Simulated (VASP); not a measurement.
Calculation: PBE GGA, VASP's PBE PAW potentials (set 64) (plane waves; VASP).

Input for VASP

**INCAR**
```
SYSTEM = Pb
PREC = Accurate
ENCUT = 500
EDIFF = 1E-6
NELM = 100
ALGO = Normal
LREAL = .FALSE.
LASPH = .TRUE.
ISMEAR = 1
SIGMA = 0.1
GGA = PE
LMAXMIX = 4
LWAVE = .FALSE.
LCHARG = .FALSE.
IBRION = 2
ISIF = 3
NSW = 40
EDIFFG = -0.02
PSTRESS = 50
```

**POSCAR**
```
Pb
1
   -0.0000000000     2.5255445383     2.5255445383
    2.5255445383     0.0000000000     2.5255445383
    2.5255445383     2.5255445383    -0.0000000000
Pb
1
Direct
  1.0000000000   1.0000000000   1.0000000000
```

**KPOINTS**
```
kpoints
0
gamma
12 12 12
0 0 0
```

POTCAR, in this order: Pb_d (PBE.64 set). Program: vasp_std.

The run wrote:

**OUTCAR**
```
 ion  position               nearest neighbor table
   1  0.000  0.000  0.000-
  LATTYP: Found a face centered cubic cell.
 ALAT       =     5.0510890766
 Subroutine PRICEL returns:
 Original cell was already a primitive cell.
 Subroutine GETGRP returns: Found 48 space group operations
The static configuration has the point symmetry O_h .
The dynamic configuration has the point symmetry O_h .
 Subroutine INISYM returns: Found 48 space group operations
 Subroutine IBZKPT returns following result:
 Found     72 irreducible k-points:

 Following reciprocal coordinates:
            Coordinates               Weight
  0.000000  0.000000  0.000000      1.000000
  0.083333  0.000000  0.000000      8.000000
  0.166667  0.000000  0.000000      8.000000
  0.250000  0.000000  0.000000      8.000000
  0.333333  0.000000  0.000000      8.000000
  0.416667  0.000000  0.000000      8.000000
  0.500000  0.000000  0.000000      4.000000
  0.083333  0.083333  0.000000      6.000000
  0.166667  0.083333  0.000000     24.000000
  0.250000  0.083333  0.000000     24.000000
  0.333333  0.083333  0.000000     24.000000
  0.416667  0.083333  0.000000     24.000000
  0.500000  0.083333  0.000000     24.000000
 -0.416667  0.083333  0.000000     24.000000
 -0.333333  0.083333  0.000000     24.000000
 -0.250000  0.083333  0.000000     24.000000
 -0.166667  0.083333  0.000000     24.000000
 -0.083333  0.083333  0.000000     12.000000
  0.166667  0.166667  0.000000      6.000000
  0.250000  0.166667  0.000000     24.000000
  0.333333  0.166667  0.000000     24.000000
  0.416667  0.166667  0.000000     24.000000
  0.500000  0.166667  0.000000     24.000000
 -0.416667  0.166667  0.000000     24.000000
 -0.333333  0.166667  0.000000     24.000000
...
```

File OSZICAR:
```
       N       E                     dE             d eps       ncg     rms          rms(c)
DAV:   1     0.102549932394E+03    0.10255E+03   -0.72390E+03  1587   0.144E+03
DAV:   2     0.110957025756E+01   -0.10144E+03   -0.99495E+02  1632   0.319E+02
DAV:   3    -0.345269701790E+01   -0.45623E+01   -0.45435E+01  1902   0.795E+01
DAV:   4    -0.355671894873E+01   -0.10402E+00   -0.10399E+00  1921   0.135E+01
DAV:   5    -0.356120279797E+01   -0.44838E-02   -0.44837E-02  2035   0.246E+00    0.470E-01
DAV:   6    -0.355361292053E+01    0.75899E-02   -0.13431E-02  1932   0.217E+00    0.240E-01
DAV:   7    -0.355202142262E+01    0.15915E-02   -0.59554E-03  1869   0.135E+00    0.877E-02
DAV:   8    -0.355202919794E+01   -0.77753E-05   -0.38023E-04  1809   0.367E-01    0.100E-02
DAV:   9    -0.355202714866E+01    0.20493E-05   -0.98789E-06  2093   0.574E-02    0.480E-03
DAV:  10    -0.355202650866E+01    0.64000E-06   -0.10355E-06  1266   0.102E-02
   1 F= -.25465903E+01 E0= -.25465381E+01  d E =-.254659E+01
       N       E                     dE             d eps       ncg     rms          rms(c)
DAV:   1    -0.754030573428E+01   -0.39883E+01   -0.10202E+02  1848   0.193E+02    0.109E+01
DAV:   2    -0.384894591950E+01    0.36914E+01   -0.77648E+00  1821   0.741E+01    0.347E+00
DAV:   3    -0.344694539697E+01    0.40200E+00   -0.15168E+00  1902   0.275E+01    0.333E-01
DAV:   4    -0.345014084781E+01   -0.31955E-02   -0.32357E-02  1746   0.198E+00    0.163E-01
DAV:   5    -0.345402196101E+01   -0.38811E-02   -0.82991E-03  1777   0.632E-01    0.465E-02
DAV:   6    -0.345398049661E+01    0.41464E-04   -0.64223E-04  2275   0.507E-01    0.102E-02
DAV:   7    -0.345398575264E+01   -0.52560E-05   -0.42220E-05  1653   0.498E-02    0.312E-03
DAV:   8    -0.345398680048E+01   -0.10478E-05   -0.19691E-06  1330   0.296E-02    0.768E-04
DAV:   9    -0.345398652174E+01    0.27874E-06   -0.30386E-07   876   0.773E-03
   2 F= -.25891292E+01 E0= -.25887919E+01  d E =-.425389E-01
       N       E                     dE             d eps       ncg     rms          rms(c)
DAV:   1    -0.386550286627E+01   -0.41152E+00   -0.11246E+01  1857   0.803E+01    0.310E+00
DAV:   2    -0.355374824174E+01    0.31175E+00   -0.62189E-01  1833   0.172E+01    0.112E+00
DAV:   3    -0.350691935924E+01    0.46829E-01   -0.19251E-01  2082   0.927E+00    0.950E-02
DAV:   4    -0.350682034771E+01    0.99012E-04   -0.21895E-03  1686   0.595E-01    0.538E-02
DAV:   5    -0.350692057058E+01   -0.10022E-03   -0.13178E-03  1624   0.349E-01    0.315E-02
DAV:   6    -0.350688013972E+01    0.40431E-04   -0.11650E-04  1878   0.223E-01    0.652E-03
DAV:   7    -0.350688073633E+01   -0.59661E-06   -0.13573E-05  1733   0.532E-02    0.104E-03
DAV:   8    -0.350688059958E+01    0.13676E-06   -0.16971E-07   922   0.459E-03
   3 F= -.26007759E+01 E0= -.26002249E+01  d E =-.541855E-01
```

**OUTCAR**
```
------------------------ aborting loop because EDIFF is reached ----------------------------------------
  FORCE on cell =-STRESS in cart. coord.  units (eV):
  Direction    XX          YY          ZZ          XY          YZ          ZX
  --------------------------------------------------------------------------------------
  Total        0.9010399      0.9010399      0.9010399     -0.0000000     -0.0000000      0.0000000
  in kB       49.7205136     49.7205136     49.7205136     -0.0000000     -0.0000000      0.0000000
  external PRESSURE =      -0.2794864 kB  Pullay stress =      50.0000000 kB
  volume of cell :       29.03
      direct lattice vectors                 reciprocal lattice vectors
     0.000000000  2.439474749  2.439474749    -0.204962154  0.204962154  0.204962154
     2.439474749  0.000000000  2.439474749     0.204962154 -0.204962154  0.204962154
     2.439474749  2.439474749  0.000000000     0.204962154  0.204962154 -0.204962154
 POSITION                                       TOTAL-FORCE (eV/Angst)
 -----------------------------------------------------------------------------------
      0.00000      0.00000      0.00000         0.000000      0.000000      0.000000
 -----------------------------------------------------------------------------------
    total drift:                               -0.000000      0.000000     -0.000000
  FREE ENERGIE OF THE ION-ELECTRON SYSTEM (eV)
  ---------------------------------------------------
  free  energy   TOTEN  =        -3.5068805996 eV

  energy  without entropy=       -3.5052278026  energy(sigma->0) =       -3.50632967
  enthalpy is  TOTEN    =        -2.6007758670 eV   P V=        0.9061047326

 reached required accuracy - stopping structural energy minimisation
```
(Selected blocks of OUTCAR.)

**CONTCAR**
```
Pb
   1.00000000000000
     0.0000000000000000    2.4394747487088209    2.4394747487088209
     2.4394747487088209    0.0000000000000000    2.4394747487088209
     2.4394747487088209    2.4394747487088209    0.0000000000000000
  Pb
     1
Direct
     0.0000000000000000    0.0000000000000000    0.0000000000000000
```

File OUTCAR:
```
 val. band max:        7.7889226224   @ k =  -0.3333   0.3333   0.1667

 cond. band min:       7.8318457491   @ k =  -0.1667   0.2500   0.0833


 Fermi energy:         7.8296610295

 k-point     1 :       0.0000    0.0000    0.0000
  band No.  band energies     occupation
      1      -9.3249      2.00000
      2      -9.3249      2.00000
      3      -9.3249      2.00000
      4      -9.1653      2.00000
      5      -9.1653      2.00000
      6      -4.2768      2.00000
      7      15.5463      0.00000
      8      15.5463      0.00000
      9      15.5463      0.00000
     10      17.5664      0.00000
     11      19.6783      0.00000

 k-point     2 :       0.0833    0.0000    0.0000
  band No.  band energies     occupation
      1      -9.3255      2.00000
      2      -9.3137      2.00000
      3      -9.3137      2.00000
      4      -9.1660      2.00000
      5      -9.1660      2.00000
      6      -4.1369      2.00000
      7      13.9499      0.00000
      8      15.3726      0.00000
      9      15.3726      0.00000
     10      17.3350      0.00000
     11      20.2661      0.00000

 k-point     3 :       0.1667    0.0000    0.0000
  band No.  band energies     occupation
      1      -9.3289      2.00000
      2      -9.2915      2.00000
      3      -9.2915      2.00000
      4      -9.1592      2.00000
      5      -9.1592      2.00000
      6      -3.7159      2.00000
      7      11.2599      0.00000
      8      14.9522      0.00000
      9      14.9522      0.00000
     10      17.0896      0.00000
     11      20.5849      0.00000

 k-point     4 :       0.2500    0.0000    0.0000
  band No.  band energies     occupation
      1      -9.3374      2.00000
      2      -9.2846      2.00000
      3      -9.2846      2.00000
      4      -9.1256      2.00000
      5      -9.1256      2.00000
      6      -3.0169      2.00000
      7       8.6072     -0.00000
      8      14.4570      0.00000
      9      14.4570      0.00000
...
```

Energy and stress use the plane-wave basis of the starting cell. Unless said otherwise, spin-orbit coupling is left out, though it shifts the bands of the heavy elements here.

The compound is Pb in the fcc structure. This run relaxes it under an external pressure of 5 GPa. Symmetry was kept, so distortions that lower it aren't found.
